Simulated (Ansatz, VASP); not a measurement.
# TaN in two plane-wave programs, part 2 of 2

One calculation is typed for both programs; each brings its own data sets. How far apart do they land? The cell is taken from a series of runs on this material, whose earlier steps may have relaxed, scaled, displaced or heated it; both programs get it as it stands.

VASP 6.6.1 and Ansatz 0.2.0.

So far: The starting structure; VASP: zone-centre phonons, PBEsol.

**3. Ansatz: zone-centre phonons, PBEsol**

Level of this step: Ansatz beside VASP: Kohn-Sham DFT, plane waves, PBEsol (Ansatz).

Ansatz runs on its PAW soft_1 files.

The same cell, functional, mesh and smearing now go to Ansatz, which takes its cutoff from its data sets.

The input, input.yaml:

```yaml
crystal:
  lattice:
    - [2.9444416382, 0.0, 0.0]
    - [-1.4722208191, 2.5499612586, 0.0]
    - [0.0, 0.0, 2.8871716209]
  atoms:
    - { symbol: "N", position: [0.6666666667, 0.3333333333, 0.0] }
    - { symbol: Ta, position: [0.0, 0.0, 0.5] }
kpoints:
  mp_grid: { grid: [18, 18, 16] }
hamiltonian:
  xc: pbesol
  pseudopotentials: { kind: paw, azcp: { folder: soft_1 }, xc_functional: pbe }
scf:
  occupations: { method: methfessel_paxton, width: 0.2 }
output:
  eigenvalues: true
phonons:
  method: dfpt
```

On the command line:

```console
$ ansatz run input.yaml --threads 4 --pin off --max-ram 10240MiB --backend cpu --events-out ev --progress --plain --runs-dir out
```

Numbers of over 12 decimals in the logs are rounded to 6 here.

Log:

```text
zone centre: on kpoints.mp_grid the ground state, and the responses unless they are solved on pairs of k-points, stand on 819 of the mesh's 5184 k-points, reduced under 4 symmetry operations, with k and −k counted as one. Each operation leaves every solved displacement unchanged or reverses it
Engine: ansatz 0.2.0, x86_64-unknown-linux-gnu
Pseudopotentials: kind: paw
Pseudopotential: N, paw, valence charge 5, recommended cutoff 420 eV (normal), soft_1/N.paw.azcp
Pseudopotential: Ta, paw, valence charge 13, recommended cutoff 420 eV (normal), soft_1/Ta.paw.azcp
Functional definition: PBEsol
  exchange = pbesol_x
  correlation = pbesol_c
Crystal: 2 atoms, lattice volume = 21.677 Å³
Basis set: ecut = 420 eV, 405 PW (Γ), exchange–correlation on 40×40×40 points (8 copies of the dense FFT grid, shifted against one another)
Bands: 13, of which v1, the nominal top of the filled ones, is band 9 counted from 1 (8 counted from 0)
Symmetry: 12 space group operations
k-points: 819 of 5184 (irreducible under 4 space group operations, time reversal used)
Non-local potential: N, projectors of the file, l = 0: 2, l = 1: 2, l = 2: 1
Non-local potential: Ta, projectors of the file, l = 0: 3, l = 1: 2, l = 2: 2, l = 3: 1
PAW form: soft (Blöchl's): semilocal exchange-correlation on the pseudo side does not see the compensation charge
PAW frozen core: N, regenerated for the run's functional, and the local potential with it (the file was generated under x = pbe(κ = 0.804, μ = 0.219515), c = pbe(β = 0.066725))
PAW frozen core: Ta, regenerated for the run's functional, and the local potential with it (the file was generated under x = pbe(κ = 0.804, μ = 0.219515), c = pbe(β = 0.066725))
PAW one-centre angular grid: N, 110 points (default); XC on 64 Gauss nodes
PAW one-centre angular grid: Ta, 590 points (default); XC on 64 Gauss nodes
Initial density: superposition of atomic densities (chi_scale 0.1, normalization cell, long waves kept (reshape's long-wave potential 0.00 eV rms))
Initial wavefunctions: pseudopotential atomic-orbital guess
Functional: x = pbesol(κ = 0.804, μ = 0.123457), c = pbesol(β = 0.046)
SCF iter   1: F=—  HF=-10188.570135 eV  |F-HF|=—  |Δ(HF+E_count)|=         —  Δρ=4.80e-2  dr2=2.71e-1  ethr=3.10e-3  ⟨swp⟩=5.0  Hψ=53098  notcnv=0
preconditioner: auto → none  [metal: Δε(μ)=0.070 eV  Ē_g=11.092 eV  σ=0.200 eV  W_gap=0.29  n_scr=8 (ndim 8)  ℏωp=25.2 eV  f_vac=0.000  D(μ)=0.06/eV (n_scr^D=0)  sad-step TF]
SCF iter   2: F=—  HF=-10188.563171 eV  |F-HF|=—  |Δ(HF+E_count)|=   6.96e-3  S|Δr|=    0.00e0  Δρ=3.00e-2  dr2=1.18e-1  ethr=1.51e-3  ⟨swp⟩=1.0  Hψ=17199  notcnv=0
SCF iter   3: F=—  HF=-10188.550550 eV  |F-HF|=—  |Δ(HF+E_count)|=   1.26e-2  S|Δr|=    0.00e0  Δρ=1.66e-3  dr2=2.68e-4  ethr=6.53e-4  ⟨swp⟩=2.6  Hψ=14601  notcnv=0
SCF iter   4: F=—  HF=-10188.550629 eV  |F-HF|=—  |Δ(HF+E_count)|=   7.93e-5  S|Δr|=    0.00e0  Δρ=4.03e-4  dr2=2.77e-5  ethr=1.49e-6  ⟨swp⟩=2.6  Hψ=17694  notcnv=0
SCF iter   5: F=—  HF=-10188.550625 eV  |F-HF|=—  |Δ(HF+E_count)|=   3.90e-6  S|Δr|=    0.00e0  Δρ=4.30e-5  dr2=2.49e-7  ethr=1.54e-7  ⟨swp⟩=2.0  Hψ=14040  notcnv=0
SCF iter   6: F=—  HF=-10188.550625 eV  |F-HF|=—  |Δ(HF+E_count)|=   8.16e-7  S|Δr|=    0.00e0  Δρ=9.02e-6  dr2=5.12e-9  ethr=1.38e-9  ⟨swp⟩=2.0  Hψ=17163  notcnv=0
SCF iter   7: F=—  HF=-10188.550625 eV  |F-HF|=—  |Δ(HF+E_count)|=  5.97e-10  S|Δr|=    0.00e0  Δρ=1.25e-6  dr2=7.32e-11  ethr=2.85e-11  ⟨swp⟩=2.4  Hψ=15600  notcnv=0
SCF iter   8: F=-10188.550625 eV  HF=-10188.550625 eV  |F-HF|=0.00e0  |Δ(HF+E_count)|=  4.91e-11  S|Δr|=    0.00e0  Δρ=5.14e-8  dr2=2.12e-13  ethr=1.00e-12  ⟨swp⟩=5.8  Hψ=44921  notcnv=0
SCF 1 converged in 8 iterations: F = -10188.550625 eV  dr2 = 2.12e-13
  greatest PAW one-centre occupation: 0.999 electrons in one spin orbital (limit 2), on the Ta atom at site 1 (counted from 0), in its partial waves of l = 0
DFPT response loops at Γ: preconditioner auto → Kerker (q_TF=auto, 2.645 Å⁻¹) (partly filled bands, converged f_vac=0.000); β = 1.00, the filter's whole step (`scf.mixing.beta` (0.50) is not read by the response loops under this deck's `scf.mixing.preconditioner`; to damp them name `kerker` or `kerker_dos`, under which they read `scf.mixing.beta`, and type it under 1.00, their step now; both keys bind the ground state too); Broyden in place of MSR1
SCF converged after 8 iterations
Stability not checked: this state was not tested for a lower state beside it, because cold or Methfessel-Paxton smearing, or corrected tetrahedra, fill the levels in a way that the test cannot read (fill_not_monotonic; see scf.lower_state_search)
Free energy (F): -10188.550625 eV
Harris-Foulkes:  -10188.550625 eV  (|F-HF|=0.00e0)
Internal energy: -10188.550983 eV  (E = F + TS)
E sigma→0 (E₀):  -10188.550714 eV
Entropy (-TS):   0.000358 eV (0.179 meV/atom)
Fermi energy:    19.802499 eV
--- Per-component energies (eV) ---
  E_band       = -58.564415
  E_kinetic    = 522.210764
  E_local      = -594.659895  (includes V_loc(G=0)·N_el)
  E_nonlocal   = 26.304584
  E_hartree    = 211.223195
  E_xc         = -378.678418
  E_vxc        = -309.757455  (∫ρ·V_xc dr)
  E_paw        = -8304.451765  (= ΣΔE_a)
  E_vpaw       = -125.109769  (= ΣTr[D̂ρ^β])
  E_aug_tail   = 0.000964  (compensation charges beyond the density's cutoff)
  E_ewald      = -1670.742224
  E_core_change = 0.241812  (= ΣΔE_core)
  E_smearing   = 0.000358  (= −TS)
  E_closure    = 0.000000  (closes the sum)
  Σ components = -10188.550625   (vs F -10188.550625, Δ=0.00e0)
--- Band table (eV; the first three rows and the last of 819) ---
  k-point 0: bands = [... 5 lower, 15.2886, 15.2886, 15.6466, 16.9234, 21.9722, 23.4037, 23.4037, 23.7990]
  k-point 1: bands = [... 5 lower, 15.3194, 15.3208, 15.3208, 17.1945, 22.1195, 22.7868, 22.7868, 24.2736]
  k-point 2: bands = [... 5 lower, 14.6145, 15.4133, 15.4133, 17.7829, 21.9843, 21.9843, 22.5167, 24.6439]
  k-point 818: bands = [... 5 lower, 12.2930, 13.0019, 15.6877, 18.7942, 23.8562, 24.8417, 25.8294, 26.9154]
--- Phonons (Γ-DFPT): 4 representative perturbations + reference, on 819 of 5184 k-points (Σ response iterations 12) ---
  k mesh reduced under 4 symmetry operations, with k and −k counted as one. Each operation leaves every solved displacement unchanged or reverses it
  ASR residual: 1.622e-5 → 0.000e0 eV/Å²; symmetrization residual: 1.397e-7 eV/Å²
  ASR residual per site (eV/Å²): 9.05e-6 1.62e-5
  Γ frequencies (cm⁻¹): 0.00 0.00 0.00 514.14 514.14 529.72
  non-analytic LO–TO correction: not included (Born effective charges unavailable; polar crystals: no LO–TO splitting at Γ)
```

**4. Comparison**

Known differences besides the potentials themselves: the data sets hold 18 valence electrons in Ansatz (on its PAW soft_1 files) and 16 in VASP; the cutoff is 420 eV in Ansatz and 600 eV in VASP; Ansatz makes its cores anew for this functional, VASP keeps those of its PBE data sets. Total energies have different zeros and are not compared.

Both answers:

| quantity | Ansatz | VASP | difference |
| --- | --- | --- | --- |
| optical mode 1 to 2 (cm⁻¹) | 514.1 | 517.3 | -0.62 % |
| optical mode 3 (cm⁻¹) | 529.7 | 532.3 | -0.49 % |

Modes are paired by rising frequency, not by their patterns, so a pair may set unlike modes beside each other; they are those without the splitting of longitudinal modes.

**5. Summary of results**

| Item | Value |
| --- | --- |
| r.m.s. difference of the optical zone-centre modes, each program's sorted by frequency (zone-centre phonons, PBEsol) | 3.0 cm⁻¹ |
| difference in optical mode 1 to 2 (zone-centre phonons, PBEsol) | -0.6 % |

The r.m.s. difference of the optical zone-centre modes, each program's sorted by frequency is 3.0 cm⁻¹ (zone-centre phonons, PBEsol). The data sets hold unlike numbers of valence electrons (18 in Ansatz and 16 in VASP), so part of the differences comes from the potentials. Among the rows given in per cent, the largest difference of the zone-centre phonons, PBEsol pair is in optical mode 1 to 2, -0.6 %. How closely two codes agree says nothing of how well the functional describes the real material.

[Lines on the potential files, build, host, timing and source positions are cut from VASP's logs without a mark.]

[Logs are printed without paths, hosts, clocks, repeated set-up lines and the standing remarks that a program may print on its own settings, such as how far it seeks lower states.]

[Hosts, paths, dates, database ids (printed as entryN), source tags and the programs' standing remarks are cut or masked in the printed files.]
